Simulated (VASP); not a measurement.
```xyz
3
Lattice="2.3256 -4.0281 0.0000 2.3256 4.0281 0.0000 0.0000 0.0000 7.1196" Properties=species:S:1:pos:R:3 pbc="T T T"
Pb     0.0000     0.0000     0.0000
I      2.3256     1.3427     1.9081
I      2.3256    -1.3427     5.2115
```

The base run (VASP): PBE GGA, plane waves, VASP's PBE PAW potentials (set 64). Settings: 400 eV cut-off, 5×5×3 Γ-centred mesh, Gaussian smearing of 0.050 eV, potentials Pb_d I.

One setting is varied; ΔE counts from the base run. The base run took about 10 core-seconds. Times come from single runs on busy shared machines, so they are rough: good to a factor of about 2.

Pressures at a finite cut-off, here 400 eV, hold a Pulay part, which wasn't tested here.

| setting | cost over the base run | electronic steps | ΔE (meV/atom) | pressure (GPa) |
|---|---|---|---|---|
| PREC = Low | within a factor of 2 | 13 | -0.3 | -0.12 |
| PREC = Normal | within a factor of 2 | 13 | 0.0 | -0.11 |
| base run | reference | 13 | 0.0 | -0.11 |
| LASPH = .FALSE. | within a factor of 2 | 13 | 0.3 | -0.11 |
| LREAL = Auto | within a factor of 2 | 13 | 0.0 | -0.11 |
| PREC = Single | within a factor of 2 | 13 | -0.1 | -0.09 |
| ADDGRID = .TRUE. | about 2 times | 13 | 0.0 | -0.11 |

Left out are runs that failed, have no time on record or changed the cell.

The compound is PbI2 in the 1T layered structure. The cell was not relaxed at this level.
